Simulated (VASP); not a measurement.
```
CELL_PARAMETERS angstrom
      4.67892     0.00000     0.00000
      0.00000     4.67892     0.00000
      0.00000     0.00000     5.89583
ATOMIC_POSITIONS crystal
  Au 0.50000 0.00000 0.23680
  Au 0.00000 0.50000 0.76320
  Br 0.00000 0.00000 0.00000
  Br 0.50000 0.50000 0.00000
```

The base run (VASP): PBE GGA, plane waves, VASP's PBE PAW potentials (set 64). Numerical set-up: 400 eV cut-off, 4×4×4 Γ-centred mesh, Gaussian smearing of 0.050 eV, potentials Au Br.

One setting is varied; ΔE counts from the base run. The base run took about 10 core-seconds. Times come from single runs on busy shared machines, so they are rough: good to a factor of about 2.

Pressures at a finite cut-off, here 400 eV, hold a Pulay part, which wasn't tested here.

| setting | cost over the base run | electronic steps | ΔE (meV/atom) | pressure (GPa) |
|---|---|---|---|---|
| PREC = Low | within a factor of 2 | 12 | -0.2 | 4.46 |
| PREC = Normal | within a factor of 2 | 12 | 0.0 | 4.47 |
| LASPH = .FALSE. | within a factor of 2 | 12 | 0.6 | 4.47 |
| base run | reference | 12 | 0.0 | 4.47 |
| PREC = Single | within a factor of 2 | 12 | -0.2 | 4.48 |
| ADDGRID = .TRUE. | within a factor of 2 | 12 | 0.0 | 4.47 |
| LREAL = Auto | within a factor of 2 | 12 | -0.3 | 4.45 |

Left out are runs that failed, have no time on record or changed the cell.

The structure was generated: AuBr was put into the litharge type (P4/nmm), which need not be its known phase. The cell was not relaxed at this level.
